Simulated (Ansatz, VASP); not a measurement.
# FeC17: VASP beside Ansatz

Aim: how closely do two programs agree when they are given the same cell, functional and k mesh? The structure shown is the end of the VASP relaxation below.

Calculated with Ansatz 0.2.0; plane waves, with VASP 6.6.1 beside it; single point at PBEsol.

### 1. Set-up

The cell holds 18 atoms: 1 Fe and 17 C. Cell: a = 7.401 Å, b = 7.401 Å, c = 14.635 Å, α = 90.0°, β = 90.0°, γ = 120.0°. It derives from C. As first built, before any earlier steps moved the atoms: kind: modified sheet; change: sub; group: Fe;. Regions: centre, 4 atoms (1 Fe and 3 C); next shell, 9 atoms (9 C); far, 5 atoms (5 C). Vacuum lies along c.

### 2. VASP: relaxation, PBEsol

This run makes the geometry at which the two programs are then compared.

Lines of VASP's logs that name or quote its potential files are left out, and so is its time.

File INCAR:

```
SYSTEM = FeC17
PREC = Normal
ENCUT = 400
EDIFF = 1E-05
NELM = 100
ISMEAR = 0
SIGMA = 0.1
LREAL = Auto
ALGO = Fast
GGA = PS
NBANDS = 69
ISPIN = 2
MAGMOM = 3 0 0 0.3 0.3 0.3 0.3 0.3 0.3 0 0 0 0.3 0 0 0.3 0.3 0
LASPH = .TRUE.
LMAXMIX = 4
LORBIT = 11
LWAVE = .FALSE.
LCHARG = .FALSE.
NCORE = 8
IBRION = 2
NSW = 50
ISIF = 0
EDIFFG = -0.05
```

File POSCAR:

```
FeC17
1.0
    7.4010000000      0.0000000000      0.0000000000
   -3.7005000000      6.4094540134      0.0000000000
    0.0000000000      0.0000000000     14.6346472873
Fe C
1 17
Direct
    0.7772570720      0.8883278090      0.5216830400
    0.2205405750      0.1068602130      0.4824348460
    0.2245693360      0.7765641000      0.4824336250
    0.4456315410      0.8887890200      0.4823195890
    0.8898563940      0.1131519520      0.4818573640
    0.1102166870      0.8909801750      0.4818243570
    0.7757287440      0.2215165150      0.4812150070
    0.7763825090      0.5517187670      0.4812127690
    0.5509284870      0.7746471800      0.4808438070
    0.4481642610      0.2240183270      0.4807892690
    0.2178535640      0.4391989870      0.4807596010
    0.1076924110      0.5501434370      0.4806500090
    0.4479486680      0.5590788230      0.4801737110
    0.5544416150      0.4472233840      0.4800064590
    0.8868160200      0.4440775830      0.4796813790
    0.8876882140      0.7750850180      0.4796134070
    0.1060240060      0.2190940870      0.4794485360
    0.5577015700      0.1090920660      0.4783169600
```

File KPOINTS:

```
Automatic mesh
0
Gamma
3 3 1
0 0 0
```

PAW data sets: Fe and C (PBE family, release 64).

The run is started by

```bash
mpirun -np 8 vasp_std
```

Numbers of over 12 decimals in the logs are rounded to 6 here.

The program printed:

```text
[banner, memory and clock lines left out]
running    8 mpi-ranks, on    1 nodes
 distrk:  each k-point on    8 cores,    1 groups
 distr:  one band on    8 cores,    1 groups

 POSCAR found type information on POSCAR FeC
 POSCAR found :  2 types and      18 ions
|                                                                             |
|           W    W    AA    RRRRR   N    N  II  N    N   GGGG   !!!           |
|           W    W   A  A   R    R  NN   N  II  NN   N  G    G  !!!           |
|           W    W  A    A  R    R  N N  N  II  N N  N  G       !!!           |
|           W WW W  AAAAAA  RRRRR   N  N N  II  N  N N  G  GGG   !            |
|           WW  WW  A    A  R   R   N   NN  II  N   NN  G    G                |
|           W    W  A    A  R    R  N    N  II  N    N   GGGG   !!!           |
|                                                                             |
|     For optimal performance we recommend to set                             |
|       NCORE = 2 up to number-of-cores-per-socket                            |
|     NCORE specifies how many cores store one orbital (NPAR=cpu/NCORE).      |
|     This setting can greatly improve the performance of VASP for DFT.       |
|     The default, NCORE=1 might be grossly inefficient on modern             |
|     multi-core architectures or massively parallel machines. Do your        |
|     Unfortunately you need to use the default for GW and RPA                |
|     calculations (for HF NCORE is supported but not extensively tested      |
|     yet).                                                                   |
|                                                                             |

|                                                                             |
|               ----> ADVICE to this user running VASP <----                  |
|                                                                             |
|     You enforced a specific xc type in the INCAR file but a different       |
|     [... a line on the potential file left out ...]
|     I HOPE YOU KNOW WHAT YOU ARE DOING!                                     |
|                                                                             |

 LDA part: xc-table for (Slater+PW92), standard interpolation
 POSCAR, INCAR and KPOINTS ok, starting setup
 FFT: planning ... GRIDC
 FFT: planning ... GRID_SOFT
 FFT: planning ... GRID
 WAVECAR not read
 entering main loop
       N       E                     dE             d eps       ncg     rms          rms(c)
DAV:   1     0.564164252471E+03    0.56416E+03   -0.24965E+04  1420   0.691E+02
DAV:   2    -0.842752621948E+02   -0.64844E+03   -0.59241E+03  1963   0.214E+02
DAV:   3    -0.177138680762E+03   -0.92863E+02   -0.91329E+02  1792   0.858E+01
DAV:   4    -0.181077931209E+03   -0.39393E+01   -0.39212E+01  2008   0.242E+01
DAV:   5    -0.181161554371E+03   -0.83623E-01   -0.83320E-01  2032   0.275E+00    0.458E+01
RMM:   6    -0.191769823676E+03   -0.10608E+02   -0.14282E+02  1586   0.618E+01    0.713E+01
RMM:   7    -0.169267369107E+03    0.22502E+02   -0.28614E+01  1388   0.319E+01    0.232E+01
RMM:   8    -0.160984871622E+03    0.82825E+01   -0.13393E+01  1430   0.176E+01    0.176E+01
RMM:   9    -0.160326164140E+03    0.65871E+00   -0.71664E+00  1384   0.822E+00    0.641E+00
RMM:  10    -0.161731182631E+03   -0.14050E+01   -0.26189E+00  1572   0.587E+00    0.359E+00
RMM:  11    -0.163577789994E+03   -0.18466E+01   -0.92757E-01  1433   0.306E+00    0.227E+00
RMM:  12    -0.164355048529E+03   -0.77726E+00   -0.58388E-01  1383   0.164E+00    0.147E+00
RMM:  13    -0.164472859234E+03   -0.11781E+00   -0.17890E-01  1512   0.127E+00    0.157E+00
RMM:  14    -0.164586084078E+03   -0.11322E+00   -0.66326E-02  1386   0.574E-01    0.105E+00
RMM:  15    -0.164708170069E+03   -0.12209E+00   -0.69425E-02  1393   0.500E-01    0.477E-01
RMM:  16    -0.164732604506E+03   -0.24434E-01   -0.28433E-02  1483   0.281E-01    0.243E-01
RMM:  17    -0.164736376700E+03   -0.37722E-02   -0.90467E-03  1507   0.191E-01    0.120E-01
RMM:  18    -0.164737012495E+03   -0.63580E-03   -0.12112E-03  1494   0.889E-02    0.131E-01
RMM:  19    -0.164739154707E+03   -0.21422E-02   -0.48849E-04  1395   0.554E-02    0.121E-01
RMM:  20    -0.164742351368E+03   -0.31967E-02   -0.37492E-04  1388   0.459E-02    0.104E-01
RMM:  21    -0.164744653229E+03   -0.23019E-02   -0.32366E-04  1241   0.367E-02    0.578E-02
RMM:  22    -0.164745505323E+03   -0.85209E-03   -0.12014E-04  1169   0.214E-02    0.296E-02
RMM:  23    -0.164745939262E+03   -0.43394E-03   -0.42340E-05  1162   0.160E-02    0.850E-03
[...]
RMM:   4    -0.167152935583E+03   -0.28080E-02   -0.15048E-02  1461   0.431E-01    0.298E-01
RMM:   5    -0.167153107931E+03   -0.17235E-03   -0.31682E-03  1486   0.266E-01    0.129E-01
RMM:   6    -0.167153249063E+03   -0.14113E-03   -0.14885E-03  1599   0.102E-01    0.358E-02
RMM:   7    -0.167153248752E+03    0.31022E-06   -0.12610E-04  1415   0.343E-02    0.174E-02
RMM:   8    -0.167153251927E+03   -0.31750E-05   -0.21728E-05  1089   0.166E-02
  13 F= -.16715325E+03 E0= -.16714541E+03  d E =-.573452E-01  mag=    -0.0001
[... from here on, the cycles between the ionic steps are left out ...]
  14 F= -.16716410E+03 E0= -.16715547E+03  d E =-.681926E-01  mag=    -0.0003
  15 F= -.16720183E+03 E0= -.16719251E+03  d E =-.377275E-01  mag=    -0.0025
  16 F= -.16720280E+03 E0= -.16719334E+03  d E =-.386978E-01  mag=    -0.0076
  17 F= -.16722831E+03 E0= -.16721876E+03  d E =-.255150E-01  mag=     0.0001
  18 F= -.16722839E+03 E0= -.16721884E+03  d E =-.255892E-01  mag=    -0.0008
  19 F= -.16723170E+03 E0= -.16722222E+03  d E =-.331147E-02  mag=    -0.0042
  20 F= -.16723174E+03 E0= -.16722224E+03  d E =-.335026E-02  mag=    -0.0077
  21 F= -.16723223E+03 E0= -.16722267E+03  d E =-.492819E-03  mag=     0.0003
 trial-energy change:   -0.000493  1 .order   -0.000449   -0.001674    0.000776
 step:   0.3743(harm=  0.3623)  dis= 0.00155  next Energy=  -167.232343 (dE=-0.606E-03)
 bond charge predicted
       N       E                     dE             d eps       ncg     rms          rms(c)
DAV:   1    -0.167232345083E+03   -0.12469E-03   -0.11040E-02  1568   0.383E-01    0.237E-02
RMM:   2    -0.167232350754E+03   -0.56704E-05   -0.14980E-04  1393   0.598E-02    0.282E-02
RMM:   3    -0.167232355355E+03   -0.46012E-05   -0.55302E-05  1325   0.358E-02
  22 F= -.16723236E+03 E0= -.16722287E+03  d E =-.618782E-03  mag=     0.0002
 curvature:  -0.24 expect dE=-0.122E-03 dE for cont linesearch -0.154E-05
 trial: gam= 0.21723 g(F)=  0.517E-03 g(S)=  0.000E+00 ort =-0.164E-03 (trialstep = 0.499E+00)
 search vector abs. value=  0.641E-03
 reached required accuracy - stopping structural energy minimisation
```

Parts of OUTCAR (step 2):

```text
ion  position               nearest neighbor table
   1  0.777  0.888  0.522-   5 1.55  16 1.56   9 1.57  13 2.51  17 2.52   4 2.52   6 2.52   7 2.54
                             8 2.56
   2  0.221  0.107  0.482-   6 1.38  17 1.45  10 1.46
   3  0.225  0.777  0.482-   4 1.42  12 1.45   6 1.47
   4  0.446  0.889  0.482-   9 1.41  18 1.41   3 1.42   1 2.52
   5  0.890  0.113  0.482-  17 1.39   7 1.43   1 1.55
   6  0.110  0.891  0.482-   2 1.38  16 1.43   3 1.47   1 2.52
   7  0.776  0.222  0.481-  18 1.40   5 1.43  15 1.43   1 2.54
   8  0.776  0.552  0.481-  15 1.40  14 1.42  16 1.43   1 2.56
   9  0.551  0.775  0.481-  13 1.38   4 1.41   1 1.57
  10  0.448  0.224  0.481-  14 1.43  18 1.44   2 1.46
  11  0.218  0.439  0.481-  17 1.41  12 1.42  13 1.48
  12  0.108  0.550  0.481-  15 1.42  11 1.42   3 1.45
  13  0.448  0.559  0.480-   9 1.38  14 1.40  11 1.48   1 2.51
  14  0.554  0.447  0.480-  13 1.40   8 1.42  10 1.43
  15  0.887  0.444  0.480-   8 1.40  12 1.42   7 1.43
  16  0.888  0.775  0.480-   6 1.43   8 1.43   1 1.56
  17  0.106  0.219  0.479-   5 1.39  11 1.41   2 1.45   1 2.52
  18  0.558  0.109  0.478-   7 1.40   4 1.41  10 1.44

  LATTYP: Found a hexagonal cell.
 ALAT       =     7.4010000000
 C/A-ratio  =     1.9773878243

 Subroutine GETGRP returns: Found  1 space group operations
 (whereof  1 operations were pure point group operations)

The static configuration has the point symmetry C_1 .

 Found      5 irreducible k-points:

   k-points           NKPTS =      5   k-points in BZ     NKDIM =      5   number of bands    NBANDS=     69

   dimension x,y,z NGX =    36 NGY =   36 NGZ =   72
   dimension x,y,z NGXF=    72 NGYF=   72 NGZF=  144

   ENCUT  =  400.0 eV  29.40 Ry    5.42 a.u.  12.07 12.07 23.87*2*pi/ulx,y,z

   NELECT =      76.0000    total number of electrons

 k-points in reciprocal lattice and weights: Automatic mesh
   0.00000000  0.00000000  0.00000000       0.111
   0.33333333  0.00000000  0.00000000       0.222
   0.00000000  0.33333333  0.00000000       0.222
  -0.33333333  0.33333333  0.00000000       0.222
   0.33333333  0.33333333  0.00000000       0.222

 average (electrostatic) potential at core
       1 -50.6624       2 -57.4715       3 -57.3422       4 -57.2675       5 -57.0924
       6 -57.2688       7 -57.2670       8 -57.2659       9 -57.0934      10 -57.3766
      11 -57.3427      12 -57.1524      13 -57.2675      14 -57.4697      15 -57.3428
      16 -57.0934      17 -57.2687      18 -57.4709

 E-fermi :  -1.7867

 spin component 1
 k-point     1 :       0.0000    0.0000    0.0000
  band No.  band energies     occupation
    ...
     34      -4.7069      1.00000
     35      -2.9955      1.00000
     36      -2.9952      1.00000
     37      -2.4215      1.00000
     38      -1.7868      0.50071
     39      -1.1761      0.00000
     40      -1.1734      0.00000
     41      -0.5700      0.00000
     42       0.5687      0.00000
     43       0.5717      0.00000
    ...

 k-point     2 :       0.3333    0.0000    0.0000
  band No.  band energies     occupation
    ...
     34      -4.4073      1.00000
     35      -3.7567      1.00000
     36      -3.5427      1.00000
     37      -2.3842      1.00000
     38      -2.2305      1.00000
     39      -1.6363      0.01670
     40      -0.0956      0.00000
     41      -0.0519      0.00000
     42       0.3043      0.00000
     43       0.4810      0.00000
    ...

 k-point     3 :       0.0000    0.3333    0.0000
  band No.  band energies     occupation
    ...
     34      -4.4081      1.00000
     35      -3.7563      1.00000
     36      -3.5426      1.00000
     37      -2.3845      1.00000
     38      -2.2310      1.00000
     39      -1.6367      0.01694
     40      -0.0997      0.00000
     41      -0.0497      0.00000
     42       0.3039      0.00000
     43       0.4829      0.00000
    ...

 k-point     4 :      -0.3333    0.3333    0.0000
  band No.  band energies     occupation
    ...
     34      -4.4077      1.00000
     35      -3.7566      1.00000
     36      -3.5426      1.00000
     37      -2.3837      1.00000
     38      -2.2311      1.00000
     39      -1.6362      0.01662
     40      -0.0956      0.00000
     41      -0.0522      0.00000
     42       0.3047      0.00000
     43       0.4813      0.00000
    ...

 k-point     5 :       0.3333    0.3333    0.0000
  band No.  band energies     occupation
    ...
     34      -4.0337      1.00000
     35      -3.9978      1.00000
     36      -3.5923      1.00000
     37      -2.3067      1.00000
     38      -2.1717      1.00000
     39      -1.7271      0.19979
     40      -0.6096      0.00000
     41      -0.1765      0.00000
     42       0.2022      0.00000
     43       0.2934      0.00000
    ...

 spin component 2
 k-point     1 :       0.0000    0.0000    0.0000
  band No.  band energies     occupation
    ...
     34      -4.7069      1.00000
     35      -2.9955      1.00000
     36      -2.9952      1.00000
     37      -2.4214      1.00000
     38      -1.7868      0.50039
     39      -1.1761      0.00000
     40      -1.1734      0.00000
     41      -0.5697      0.00000
     42       0.5687      0.00000
     43       0.5718      0.00000
    ...

  energy-cutoff  :      400.00
  volume of cell :      694.21
      direct lattice vectors                 reciprocal lattice vectors
     7.401000000  0.000000000  0.000000000     0.135116876  0.078009765  0.000000000
    -3.700500000  6.409454013  0.000000000     0.000000000  0.156019530  0.000000000
     0.000000000  0.000000000 14.634647287     0.000000000  0.000000000  0.068330994

 POSITION                                       TOTAL-FORCE (eV/Angst)
 -----------------------------------------------------------------------------------
      2.46538      5.69053      8.08733         0.001143     -0.011733     -0.021070
      1.23447      0.70584      6.98192        -0.007238      0.007794     -0.023691
     -1.23536      4.97447      6.92083        -0.011278      0.008076      0.001395
     -0.01656      5.68940      7.00518         0.026408      0.001079     -0.016757
      6.16568      0.78592      7.20344         0.019345     -0.006059     -0.003540
     -2.45492      5.68905      7.00123        -0.011911     -0.000747      0.020387
      4.92508      1.42981      7.00463         0.001906     -0.007282     -0.011145
      3.70585      3.54120      7.00004        -0.016980      0.018736      0.009440
      1.16255      4.93822      7.20218         0.011383     -0.003179      0.006576
      2.46527      1.41648      6.92488        -0.000882      0.004628      0.009537
     -0.00327      2.84355      6.92193        -0.033897     -0.026734     -0.024045
     -1.23489      3.55327      6.91207        -0.015205      0.002106      0.020443
      1.22496      3.54181      7.00103         0.011631      0.018252      0.012584
      2.46524      2.83787      6.97864         0.000008      0.002075      0.008147
      4.93425      2.84291      6.92005         0.032994      0.000436      0.002971
      3.76708      4.93767      7.20110         0.011726      0.010514     -0.008635
      0.00548      1.43002      7.00250        -0.004806     -0.016078      0.019937
      3.69610      0.70612      6.98312        -0.014346     -0.001886     -0.002532
 -----------------------------------------------------------------------------------
    total drift:                               -0.008285     -0.015312     -0.038037

  FREE ENERGIE OF THE ION-ELECTRON SYSTEM (eV)
  ---------------------------------------------------
  free  energy   TOTEN  =      -167.2323553551 eV

  energy  without entropy=     -167.2133814947  energy(sigma->0) =     -167.22286842

 reached required accuracy - stopping structural energy minimisation

 total charge
# of ion       s       p       d       tot
------------------------------------------
    1        0.635   0.509   6.878   8.022
    2        0.864   1.773   0.000   2.637
    3        0.867   1.789   0.000   2.656
    4        0.864   1.798   0.000   2.662
    5        0.882   1.710   0.000   2.592
    6        0.864   1.797   0.000   2.662
    7        0.864   1.798   0.000   2.662
    8        0.864   1.798   0.000   2.662
    9        0.882   1.710   0.000   2.592
   10        0.862   1.793   0.000   2.655
   11        0.867   1.789   0.000   2.656
   12        0.859   1.803   0.000   2.662
   13        0.864   1.798   0.000   2.662
   14        0.864   1.774   0.000   2.638
   15        0.867   1.789   0.000   2.656
   16        0.882   1.710   0.000   2.592
   17        0.864   1.797   0.000   2.661
   18        0.864   1.773   0.000   2.638
--------------------------------------------------
tot         15.381  30.708   6.878  52.966

 magnetization (x)
# of ion       s       p       d       tot
------------------------------------------
    1        0.000   0.000   0.000   0.000
    2       -0.000  -0.000   0.000  -0.000
    3       -0.000  -0.000   0.000  -0.000
    4        0.000   0.000   0.000   0.000
    5       -0.000   0.000   0.000   0.000
    6        0.000   0.000   0.000   0.000
    7        0.000   0.000   0.000   0.000
    8        0.000   0.000   0.000   0.000
    9       -0.000   0.000   0.000  -0.000
   10        0.000   0.000   0.000   0.000
   11       -0.000  -0.000   0.000  -0.000
   12        0.000  -0.000   0.000   0.000
   13        0.000   0.000   0.000   0.000
   14       -0.000  -0.000   0.000  -0.000
   15       -0.000  -0.000   0.000  -0.000
   16       -0.000   0.000   0.000  -0.000
   17        0.000   0.000   0.000   0.000
   18       -0.000  -0.000   0.000  -0.000
--------------------------------------------------
tot          0.000   0.000   0.000   0.000

[... 4 further parts left out ...]
```

CONTCAR:

```
FeC17
   1.00000000000000
     7.4009999999999998    0.0000000000000000    0.0000000000000000
    -3.7004999999999999    6.4094540134000004    0.0000000000000000
     0.0000000000000000    0.0000000000000000   14.6346472873000000
  Fe              C
     1    17
Direct
     0.7770303873670009    0.8878330652618394    0.5526151297394607
     0.2218599573588972    0.1101242649026579    0.4770815471269656
     0.2211383851223338    0.7761138172746684    0.4729073631010413
     0.4415902104283136    0.8876567355435582    0.4786711521221831
     0.8943966973951009    0.1226189135328523    0.4922180167734964
     0.1121007156338023    0.8876028040479148    0.4784010631091418
     0.7770008787840327    0.2230784577584611    0.4786333773140689
     0.7769706246573718    0.5524956176291307    0.4783195577209243
     0.5423088305258497    0.7704582574022218    0.4921321315789040
     0.4435987946400168    0.2209988922942481    0.4731842160512335
     0.2213822828735791    0.4436493339952639    0.4729825883287168
     0.1103351796248878    0.5543796119507373    0.4723085360123220
     0.4418077550431654    0.5525911344217466    0.4783876258043406
     0.5544768051187623    0.4427634972392276    0.4768573749549146
     0.8884758650810102    0.4435494995233120    0.4728540629578111
     0.8941823939915554    0.7703737002772624    0.4920585971227483
     0.1122953099434193    0.2231106130976273    0.4784876719828597
     0.5544906004109014    0.1101692268472782    0.4771637231988721
```

The moments of the start collapse, so the state is non-magnetic; other starts or orders were not tried. The gap is under twice the smearing width, so the edge states are partly filled and the run can't tell a small gap from a semimetal.

(Part 1 of 2 ends here.)

[Lines on the potential files, build, host, timing and source positions are cut from VASP's logs without a mark.]

[Logs are printed without paths, hosts, clocks, repeated set-up lines and the standing remarks that a program may print on its own settings, such as how far it seeks lower states.]

[Hosts, paths, dates, database ids (printed as entryN), source tags and the programs' standing remarks are cut or masked in the printed files.]
